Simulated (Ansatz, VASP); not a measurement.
# Cross-check of Os (Osmium) between VASP and Ansatz

Aim: how closely do two programs agree when they are given the same cell, functional and k mesh? The cell is taken from a series of runs on this material, whose earlier steps may have relaxed, scaled, displaced or heated it; both programs get it as it stands.

Program: Ansatz 0.2.0. Level of theory: plane waves, with VASP 6.6.1 beside it; zone-centre phonons at PBEsol. Results are calculated unless marked as measured.

**1. The starting structure**

The structure is hexagonal, space group P6_3/mmc (No. 194). The conventional cell has a = 2.782 Å, b = 2.782 Å, c = 4.262 Å, α = 90.00°, β = 90.00°, γ = 120.00°. Os has 12 Os at 2.67 to 2.78 Å nearest.

As a file:

```cif
data_structure
_symmetry_space_group_name_H-M 'P 1'
_symmetry_Int_Tables_number 1
_cell_length_a 2.7824
_cell_length_b 2.7824
_cell_length_c 4.2624
_cell_angle_alpha 90.000
_cell_angle_beta 90.000
_cell_angle_gamma 120.000
_cell_volume 28.58
loop_
_atom_site_label
_atom_site_type_symbol
_atom_site_fract_x
_atom_site_fract_y
_atom_site_fract_z
_atom_site_occupancy
Os1 Os 0.33333 0.66667 0.25000 1
Os2 Os 0.66667 0.33333 0.75000 1
```

**2. Ansatz: zone-centre phonons, PBEsol**

Ansatz runs on its PAW soft_1 files.

Second derivatives magnify differences that forces hide, and they need a tight electronic threshold.

input.yaml reads:

```yaml
crystal:
  lattice:
    - [2.7824398189, 0.0, 0.0]
    - [-1.3912199094, 2.4096635676, 0.0]
    - [0.0, 0.0, 4.2623887732]
  atoms:
    - { symbol: Os, position: [0.3333333333, 0.6666666667, 0.25] }
    - { symbol: Os, position: [0.6666666667, 0.3333333333, 0.75] }
kpoints:
  mp_grid: { grid: [18, 18, 12] }
hamiltonian:
  xc: pbesol
  pseudopotentials: { kind: paw, azcp: { folder: soft_1 }, xc_functional: pbe }
scf:
  occupations: { method: methfessel_paxton, width: 0.2 }
output:
  eigenvalues: true
phonons:
  method: dfpt
```

On the command line:

```console
$ ansatz run input.yaml --threads 4 --pin off --max-ram 10240MiB --backend cpu --events-out ev --progress --plain --runs-dir out
```

Numbers of over 12 decimals in the logs are rounded to 6 here.

The log of the run:

```text
zone centre: on kpoints.mp_grid the ground state, and the responses unless they are solved on pairs of k-points, stand on 637 of the mesh's 3888 k-points, reduced under 4 symmetry operations, with k and −k counted as one. Each operation leaves every solved displacement unchanged or reverses it
Engine: ansatz 0.2.0, aarch64-unknown-linux-gnu
Pseudopotentials: kind: paw
Pseudopotential: Os, paw, valence charge 16, recommended cutoff 420 eV (normal), soft_1/Os.paw.azcp
Functional definition: PBEsol
  exchange = pbesol_x
  correlation = pbesol_c
Crystal: 2 atoms, lattice volume = 28.578 Å³
Basis set: ecut = 420 eV, 567 PW (Γ), exchange–correlation on 40×40×60 points (8 copies of the dense FFT grid, shifted against one another)
Bands: 20, of which v1, the nominal top of the filled ones, is band 16 counted from 1 (15 counted from 0)
Symmetry: 24 space group operations
k-points: 637 of 3888 (irreducible under 4 space group operations, time reversal used)
Non-local potential: Os, projectors of the file, l = 0: 3, l = 1: 2, l = 2: 2, l = 3: 1
PAW form: soft (Blöchl's): semilocal exchange-correlation on the pseudo side does not see the compensation charge
PAW frozen core: Os, regenerated for the run's functional, and the local potential with it (the file was generated under x = pbe(κ = 0.804, μ = 0.219515), c = pbe(β = 0.066725))
PAW one-centre angular grid: Os, 590 points (default); XC on 64 Gauss nodes
Initial density: superposition of atomic densities (chi_scale 0.1, normalization cell)
Initial wavefunctions: pseudopotential atomic-orbital guess
Functional: x = pbesol(κ = 0.804, μ = 0.123457), c = pbesol(β = 0.046)
SCF iter   1: F=—  HF=-22504.972166 eV  |F-HF|=—  |Δ(HF+E_count)|=         —  Δρ=6.34e-2  dr2=9.95e-1  ethr=3.10e-3  ⟨swp⟩=5.0  Hψ=115454  notcnv=0  defer=68
automatic band count: the SCF goes on with 24 bands, as 20 were too few: they end inside the smearing window of the response
preconditioner: auto → none  [metal: Δε(μ)=0.019 eV  Ē_g=11.852 eV  σ=0.200 eV  W_gap=0.08  n_scr=8 (ndim 8)  ℏωp=27.8 eV  f_vac=0.000  D(μ)=1.27/eV (n_scr^D=8)  sad-step TF]
SCF iter   2: F=—  HF=-22504.719280 eV  |F-HF|=—  |Δ(HF+E_count)|=   2.53e-1  S|Δr|=    0.00e0  Δρ=3.75e-2  dr2=3.40e-1  ethr=3.10e-3  ⟨swp⟩=2.0  Hψ=23124  notcnv=0  defer=769
SCF iter   3: F=—  HF=-22504.599819 eV  |F-HF|=—  |Δ(HF+E_count)|=   1.19e-1  S|Δr|=    0.00e0  Δρ=1.67e-3  dr2=3.21e-4  ethr=1.06e-3  ⟨swp⟩=2.0  Hψ=21755  notcnv=0  defer=769
SCF iter   4: F=—  HF=-22504.599544 eV  |F-HF|=—  |Δ(HF+E_count)|=   2.75e-4  S|Δr|=    0.00e0  Δρ=2.02e-4  dr2=5.29e-6  ethr=1.00e-6  ⟨swp⟩=2.2  Hψ=24347  notcnv=0  defer=971
SCF iter   5: F=—  HF=-22504.599544 eV  |F-HF|=—  |Δ(HF+E_count)|=   3.69e-9  S|Δr|=    0.00e0  Δρ=4.76e-5  dr2=4.52e-7  ethr=1.65e-8  ⟨swp⟩=2.0  Hψ=23849  notcnv=0  defer=971
SCF iter   6: F=—  HF=-22504.599550 eV  |F-HF|=—  |Δ(HF+E_count)|=   6.06e-6  S|Δr|=    0.00e0  Δρ=1.36e-5  dr2=4.24e-8  ethr=1.41e-9  ⟨swp⟩=2.5  Hψ=22949  notcnv=0  defer=1072
SCF iter   7: F=—  HF=-22504.599550 eV  |F-HF|=—  |Δ(HF+E_count)|=   1.57e-8  S|Δr|=    0.00e0  Δρ=2.62e-6  dr2=1.44e-9  ethr=1.32e-10  ⟨swp⟩=2.7  Hψ=21886  notcnv=0  defer=1072
SCF iter   8: F=-22504.599550 eV  HF=-22504.599550 eV  |F-HF|=3.64e-12  |Δ(HF+E_count)|=  4.80e-10  S|Δr|=    0.00e0  Δρ=1.11e-7  dr2=2.06e-12  ethr=1.00e-12  ⟨swp⟩=9.0  Hψ=86245  notcnv=0
SCF 1 converged in 8 iterations: F = -22504.599550 eV  dr2 = 2.06e-12
  greatest PAW one-centre occupation: 1.000 electrons in one spin orbital (limit 2), on the Os atom at site 1 (counted from 0), in its partial waves of l = 0
DFPT response loops at Γ: preconditioner auto → Kerker (q_TF=auto, 2.780 Å⁻¹) (partly filled bands, converged f_vac=0.000); β = 1.00, the filter's whole step (`scf.mixing.beta` (0.50) is not read by the response loops under this deck's `scf.mixing.preconditioner`; to damp them name `kerker` or `kerker_dos`, under which they read `scf.mixing.beta`, and type it under 1.00, their step now; both keys bind the ground state too); Broyden in place of MSR1
SCF converged after 8 iterations
Stability not checked: this state was not tested for a lower state beside it, because cold or Methfessel-Paxton smearing, or corrected tetrahedra, fill the levels in a way that the test cannot read (fill_not_monotonic; see scf.lower_state_search)
Free energy (F): -22504.599550 eV
Harris-Foulkes:  -22504.599550 eV  (|F-HF|=3.64e-12)
Internal energy: -22504.599472 eV  (E = F + TS)
E sigma→0 (E₀):  -22504.599531 eV
Entropy (-TS):   -0.000078 eV (-0.039 meV/atom)
Fermi energy:    25.190873 eV
--- Per-component energies (eV) ---
  E_band       = -154.621648
  E_kinetic    = 982.335586
  E_local      = -1872.639997  (includes V_loc(G=0)·N_el)
  E_nonlocal   = 397.927067
  E_hartree    = 666.437090
  E_xc         = -464.773129
  E_vxc        = -491.425828  (∫ρ·V_xc dr)
  E_paw        = -17829.384028  (= ΣΔE_a)
  E_vpaw       = -503.693560  (= ΣTr[D̂ρ^β])
  E_aug_tail   = 0.000895  (compensation charges beyond the density's cutoff)
  E_ewald      = -4384.998951
  E_core_change = 0.495995  (= ΣΔE_core)
  E_smearing   = -0.000078  (= −TS)
  E_closure    = -0.000000  (closes the sum)
  Σ components = -22504.599550   (vs F -22504.599550, Δ=0.00e0)
--- Band table (eV; the first three rows and the last of 637) ---
  k-point 0: bands = [... 12 lower, 22.8012, 23.0646, 23.0646, 23.3862, 23.3862, 25.5270, 26.8172, 26.8172, ... 4 higher]
  k-point 1: bands = [... 12 lower, 22.7436, 22.9951, 22.9951, 23.5533, 23.5533, 25.2144, 26.8422, 26.8422, ... 4 higher]
  k-point 2: bands = [... 12 lower, 22.5812, 22.8097, 22.8097, 23.9547, 23.9547, 24.4428, 26.8867, 26.8867, ... 4 higher]
  k-point 636: bands = [... 12 lower, 21.8238, 21.8238, 23.5788, 23.5788, 27.3367, 27.3367, 29.7919, 29.7919, ... 4 higher]
--- Phonons (Γ-DFPT): 2 representative perturbations + reference, on 637 of 3888 k-points (Σ response iterations 4) ---
  k mesh reduced under 4 symmetry operations, with k and −k counted as one. Each operation leaves every solved displacement unchanged or reverses it
  ASR residual: 2.666e-5 → 0.000e0 eV/Å²; symmetrization residual: 9.335e-10 eV/Å²
  ASR residual per site (eV/Å²): 2.67e-5 2.67e-5
  Γ frequencies (cm⁻¹): 0.00 0.00 0.00 168.44 168.44 228.07
  non-analytic LO–TO correction: not included (Born effective charges unavailable; polar crystals: no LO–TO splitting at Γ)
```

**3. VASP: zone-centre phonons, PBEsol**

The same cell, functional, mesh and smearing now go to VASP, with its own data sets.

Lines of VASP's logs that name or quote its potential files are left out, and so is its time.

INCAR reads:

```
SYSTEM = Os
PREC = Accurate
ENCUT = 600
EDIFF = 1E-08
NELM = 120
ISMEAR = 1
SIGMA = 0.2
LREAL = .FALSE.
ALGO = Normal
GGA = PS
NBANDS = 14
LASPH = .TRUE.
LORBIT = 11
LWAVE = .FALSE.
LCHARG = .FALSE.
ISIF = 2
IBRION = 8
GGA_COMPAT = .FALSE.
KPAR = 2
```

POSCAR reads:

```
Os
1.0
    2.7824398189      0.0000000000      0.0000000000
   -1.3912199094      2.4096635676      0.0000000000
    0.0000000000      0.0000000000      4.2623887732
Os
2
Direct
    0.3333333333      0.6666666667      0.2500000000
    0.6666666667      0.3333333333      0.7500000000
```

KPOINTS reads:

```
Automatic mesh
0
Gamma
18 18 12
0 0 0
```

Potentials, in the order of the species: Os (PBE family, release 64).

On the command line:

```console
$ mpirun -np 2 vasp_std
```

The log of the run:

```text
[banner, memory and clock lines left out]
running    2 mpi-ranks, on    1 nodes
 distrk:  each k-point on    1 cores,    2 groups
 distr:  one band on    1 cores,    1 groups

 POSCAR found type information on POSCAR Os
 POSCAR found :  1 types and       2 ions
|                                                                             |
|               ----> ADVICE to this user running VASP <----                  |
|                                                                             |
|     You enforced a specific xc type in the INCAR file but a different       |
|     [... a line on the potential file left out ...]
|     I HOPE YOU KNOW WHAT YOU ARE DOING!                                     |
|                                                                             |

 LDA part: xc-table for (Slater+PW92), standard interpolation
 POSCAR, INCAR and KPOINTS ok, starting setup
 FFT: planning ... GRIDC
 FFT: planning ... GRID_SOFT
 FFT: planning ... GRID
 WAVECAR not read
 entering main loop
       N       E                     dE             d eps       ncg     rms          rms(c)
DAV:   1     0.115291916388E+03    0.11529E+03   -0.80919E+03  7252   0.123E+03
DAV:   2    -0.194079944214E+02   -0.13470E+03   -0.11844E+03  7372   0.366E+02
DAV:   3    -0.259327885823E+02   -0.65248E+01   -0.61817E+01  9478   0.693E+01
DAV:   4    -0.260165596872E+02   -0.83771E-01   -0.83262E-01  7944   0.815E+00
DAV:   5    -0.260170794923E+02   -0.51981E-03   -0.51977E-03  9366   0.568E-01    0.230E+01
DAV:   6    -0.247794719861E+02    0.12376E+01   -0.12187E+00  8968   0.969E+00    0.100E+01
DAV:   7    -0.244412493551E+02    0.33822E+00   -0.74820E-01  9186   0.750E+00    0.497E-01
DAV:   8    -0.244348395671E+02    0.64098E-02   -0.68203E-03  7372   0.646E-01    0.326E-01
DAV:   9    -0.244317525887E+02    0.30870E-02   -0.16320E-03  8530   0.442E-01    0.570E-02
DAV:  10    -0.244317704981E+02   -0.17909E-04   -0.68206E-05  9130   0.781E-02    0.127E-02
DAV:  11    -0.244317517701E+02    0.18728E-04   -0.44118E-06  8086   0.213E-02    0.158E-03
DAV:  12    -0.244317509548E+02    0.81531E-06   -0.16386E-07  8950   0.465E-03    0.781E-04
DAV:  13    -0.244317508426E+02    0.11212E-06   -0.52133E-09  5618   0.605E-04    0.226E-04
DAV:  14    -0.244317508104E+02    0.32263E-07   -0.52239E-10  4226   0.271E-04    0.184E-04
DAV:  15    -0.244317507864E+02    0.24004E-07   -0.10200E-10  4076   0.894E-05    0.314E-05
DAV:  16    -0.244317507826E+02    0.37500E-08   -0.23124E-11  3938   0.629E-05
   1 F= -.24431751E+02 E0= -.24431743E+02  d E =-.243925E-04
 Linear response reoptimize wavefunctions to high precision
DAV:   1    -0.244317507831E+02   -0.50090E-09   -0.29337E-12  4088   0.203E-05
DAV:   2    -0.244317507831E+02   -0.63665E-11   -0.68100E-13  3890   0.865E-06
 Linear response DOF=           2
 Linear response progress:
  Degree of freedom:   1/  2
       N       E                     dE             d eps       ncg     rms          rms(c)
RMM:   1    -0.193950573079E+00   -0.19395E+00   -0.11322E-01 53681   0.251E+00
RMM:   2    -0.190289703463E+00    0.36609E-02   -0.16623E-03 42185   0.544E-01    0.148E-01
RMM:   3    -0.189087951934E+00    0.12018E-02   -0.52296E-04 49967   0.160E-01    0.841E-02
RMM:   4    -0.188362465486E+00    0.72549E-03   -0.78988E-04 50405   0.187E-01    0.108E-02
RMM:   5    -0.188424660354E+00   -0.62195E-04   -0.19524E-05 51526   0.311E-02    0.515E-03
RMM:   6    -0.188399624205E+00    0.25036E-04   -0.25349E-06 51767   0.990E-03    0.145E-03
RMM:   7    -0.188396807048E+00    0.28172E-05   -0.74361E-08 52983   0.164E-03    0.921E-04
RMM:   8    -0.188393464146E+00    0.33429E-05   -0.34312E-08 51392   0.154E-03    0.988E-05
RMM:   9    -0.188392827840E+00    0.63631E-06    0.44756E-08 53466   0.234E-04    0.279E-05
RMM:  10    -0.188392636456E+00    0.19138E-06    0.64025E-09 52982   0.343E-05    0.564E-06
RMM:  11    -0.188392594486E+00    0.41971E-07   -0.10701E-08 53953   0.858E-06    0.197E-06
RMM:  12    -0.188392609143E+00   -0.14657E-07   -0.23055E-09 50581   0.527E-06    0.310E-07
RMM:  13    -0.188392610763E+00   -0.16205E-08   -0.10343E-09 23187   0.215E-06    0.113E-07
 first order change of Fermi-energy  -0.11216E-04
 force on displaced ion       1 direction 1 :  -9.882   0.001   0.000
 Linear response progress:
  Degree of freedom:   2/  2
       N       E                     dE             d eps       ncg     rms          rms(c)
RMM:   1    -0.243633413313E+00   -0.24363E+00   -0.14246E-01 18882   0.265E+00
RMM:   2    -0.235089799102E+00    0.85436E-02   -0.42400E-03 14268   0.751E-01    0.178E-01
RMM:   3    -0.234603026804E+00    0.48677E-03   -0.68689E-04 17667   0.163E-01    0.101E-01
RMM:   4    -0.234646470662E+00   -0.43444E-04   -0.43416E-04 17606   0.149E-01    0.108E-02
RMM:   5    -0.234692943568E+00   -0.46473E-04    0.24660E-05 18218   0.178E-02    0.539E-03
RMM:   6    -0.234700409775E+00   -0.74662E-05    0.35990E-06 17159   0.384E-03    0.391E-03
RMM:   7    -0.234710069067E+00   -0.96593E-05    0.28850E-06 17569   0.461E-03    0.443E-04
RMM:   8    -0.234706962362E+00    0.31067E-05   -0.78503E-07 18257   0.109E-03    0.160E-04
RMM:   9    -0.234705120283E+00    0.18421E-05   -0.15581E-07 18015   0.402E-04    0.733E-05
RMM:  10    -0.234705043449E+00    0.76834E-07    0.24633E-07 17276   0.207E-04    0.470E-06
RMM:  11    -0.234705075053E+00   -0.31604E-07   -0.48639E-08 18501   0.420E-05    0.257E-06
RMM:  12    -0.234705075566E+00   -0.51274E-09   -0.12280E-08 17485   0.108E-05    0.603E-07
 first order change of Fermi-energy   0.12727E-03
 force on displaced ion       1 direction 3 :   0.000  -0.000 -18.066
 Linear response finished
```

From OUTCAR (step 3):

```text
ion  position               nearest neighbor table
   1  0.333  0.667  0.250-   2 2.67   2 2.67   2 2.67   2 2.67   2 2.67   2 2.67
   2  0.667  0.333  0.750-   1 2.67   1 2.67   1 2.67   1 2.67   1 2.67   1 2.67

  LATTYP: Found a hexagonal cell.
 ALAT       =     2.7824398189
 C/A-ratio  =     1.5318889358

 Subroutine GETGRP returns: Found 24 space group operations
 (whereof 12 operations were pure point group operations)

The static configuration has the point symmetry D_3d.
 The point group associated with its full space group is D_6h.

 Found    259 irreducible k-points:

   k-points           NKPTS =    259   k-points in BZ     NKDIM =    259   number of bands    NBANDS=     14

   dimension x,y,z NGX =    24 NGY =   24 NGZ =   36
   dimension x,y,z NGXF=    48 NGYF=   48 NGZF=   72

   ENCUT  =  600.0 eV  44.10 Ry    6.64 a.u.   5.56  5.56  8.51*2*pi/ulx,y,z

   NELECT =      16.0000    total number of electrons

 k-points in reciprocal lattice and weights: Automatic mesh
   0.00000000  0.00000000  0.00000000       0.000
   0.05555556  0.00000000  0.00000000       0.002
   0.11111111  0.00000000  0.00000000       0.002
   0.16666667  0.00000000  0.00000000       0.002
   0.22222222  0.00000000  0.00000000       0.002
   0.27777778  0.00000000  0.00000000       0.002
   0.33333333  0.00000000  0.00000000       0.002
   0.38888889  0.00000000  0.00000000       0.002
   0.44444444  0.00000000  0.00000000       0.002
[...]
0.33333333  0.27777778  0.50000000       0.003
   0.33333333  0.33333333  0.50000000       0.001

 average (electrostatic) potential at core
       1 -43.4157       2 -43.4157

  Total       -2.7336364     -2.7336364      0.0268190     -0.0000000     -0.0000000     -0.0000000
  in kB     -153.2555044   -153.2555043      1.5035516     -0.0000000     -0.0000000     -0.0000000
  external PRESSURE =    -101.6691524 kB  Pullay stress =       0.0000000 kB

  energy-cutoff  :      600.00
  volume of cell :       28.58
      direct lattice vectors                 reciprocal lattice vectors
     2.782439819  0.000000000  0.000000000     0.359396812  0.207497846  0.000000000
    -1.391219909  2.409663568  0.000000000     0.000000000  0.414995692  0.000000000
     0.000000000  0.000000000  4.262388773     0.000000000  0.000000000  0.234610228

 POSITION                                       TOTAL-FORCE (eV/Angst)
 -----------------------------------------------------------------------------------
     -0.00000      1.60644      1.06560         0.000000     -0.000000      0.000000
      1.39122      0.80322      3.19679        -0.000000      0.000000      0.000000
 -----------------------------------------------------------------------------------
    total drift:                               -0.000000      0.000000     -0.000000

 Eigenvectors and eigenvalues of the dynamical matrix
 ----------------------------------------------------

   1 f  =    6.813906 THz    42.813036 2PiTHz  227.287451 cm-1    28.180040 meV
             X         Y         Z           dx          dy          dz
     -0.000000  1.606442  1.065597     0.000000   -0.000000    0.707107
      1.391220  0.803221  3.196792    -0.000000   -0.000000   -0.707107

   2 f  =    5.039487 THz    31.664028 2PiTHz  168.099176 cm-1    20.841632 meV
             X         Y         Z           dx          dy          dz
     -0.000000  1.606442  1.065597    -0.672463   -0.218617   -0.000000
      1.391220  0.803221  3.196792     0.672463    0.218617   -0.000000

   3 f  =    5.039487 THz    31.664028 2PiTHz  168.099176 cm-1    20.841632 meV
             X         Y         Z           dx          dy          dz
     -0.000000  1.606442  1.065597    -0.218617    0.672463    0.000000
      1.391220  0.803221  3.196792     0.218617   -0.672463    0.000000

   4 f  =    0.000000 THz     0.000000 2PiTHz    0.000001 cm-1     0.000000 meV
             X         Y         Z           dx          dy          dz
     -0.000000  1.606442  1.065597    -0.683978   -0.176020    0.034508
      1.391220  0.803221  3.196792    -0.683978   -0.176020    0.034508

   5 f/i=    0.000000 THz     0.000000 2PiTHz    0.000003 cm-1     0.000000 meV
             X         Y         Z           dx          dy          dz
     -0.000000  1.606442  1.065597    -0.171579    0.602381   -0.328173
      1.391220  0.803221  3.196792    -0.171579    0.602381   -0.328173

   6 f/i=    0.000000 THz     0.000001 2PiTHz    0.000004 cm-1     0.000000 meV
             X         Y         Z           dx          dy          dz
     -0.000000  1.606442  1.065597    -0.052295    0.325812    0.625389
      1.391220  0.803221  3.196792    -0.052295    0.325812    0.625389

 ELASTIC MODULI CONTR FROM IONIC RELAXATION (kBar)
 Direction    XX          YY          ZZ          XY          YZ          ZX
 --------------------------------------------------------------------------------
 XX         -19.7836     19.7836      0.0000     -0.0000     -0.0000     -0.0000
 YY          19.7836    -19.7836     -0.0000     -0.0000      0.0000      0.0000
 ZZ           0.0000     -0.0000     -0.0000     -0.0000      0.0000      0.0000
 XY          -0.0000     -0.0000     -0.0000    -19.7836     -0.0000     -0.0000
 YZ          -0.0000      0.0000      0.0000     -0.0000     -0.0000     -0.0000
 ZX          -0.0000      0.0000      0.0000     -0.0000     -0.0000     -0.0000
 --------------------------------------------------------------------------------
```

**4. Comparison**

Known differences besides the potentials themselves: the data sets hold 32 valence electrons in Ansatz (on its PAW soft_1 files) and 16 in VASP; the cutoff is 420 eV in Ansatz and 600 eV in VASP; Ansatz makes its cores anew for this functional, VASP keeps those of its PBE data sets. Total energies have different zeros and are not compared.

The two programs side by side:

| quantity | Ansatz | VASP | difference |
| --- | --- | --- | --- |
| optical mode 1 to 2 (cm⁻¹) | 168.4 | 168.1 | +0.20 % |
| optical mode 3 (cm⁻¹) | 228.1 | 227.3 | +0.34 % |

Modes are paired by rising frequency, not by their patterns, so a pair may set unlike modes beside each other; they are those without the splitting of longitudinal modes.

**5. Outcome**

- r.m.s. difference of the optical zone-centre modes, each program's sorted by frequency (zone-centre phonons, PBEsol): 0.53 cm⁻¹

**Reading.** The r.m.s. difference of the optical zone-centre modes, each program's sorted by frequency is 0.53 cm⁻¹ (zone-centre phonons, PBEsol). The data sets hold unlike numbers of valence electrons (32 in Ansatz and 16 in VASP), so part of the differences comes from the potentials. How closely two codes agree says nothing of how well the functional describes the real material.

[Lines on the potential files, build, host, timing and source positions are cut from VASP's logs without a mark.]

[Logs are printed without paths, hosts, clocks, repeated set-up lines and the standing remarks that a program may print on its own settings, such as how far it seeks lower states.]

[Hosts, paths, dates, database ids (printed as entryN), source tags and the programs' standing remarks are cut or masked in the printed files.]
